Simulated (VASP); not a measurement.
Consider the following.

```
CELL_PARAMETERS angstrom
      0.00000     1.81403     1.81403
      1.81403     0.00000     1.81403
      1.81403     1.81403     0.00000
ATOMIC_POSITIONS crystal
  Cu 0.00000 0.00000 0.00000
```

Method: optB88-vdW, VASP's PBE PAW potentials (set 64) (plane waves; VASP 6.6.1). Settings: 520 eV cut-off, 19×19×19 Γ-centred mesh, tetrahedra with Blöchl corrections, potentials Cu.

Problem. Estimate the energy per atom (σ→0), band gap (on the k-mesh) with the smallest direct gap where there is one.

Solution. 
```yaml
band gap (on the k-mesh): none (metal, semimetal or under 0.01 eV)
energy per atom (σ→0): -71.0 kJ/mol of atoms
```

The compound is Cu in the fcc structure. It was relaxed first.
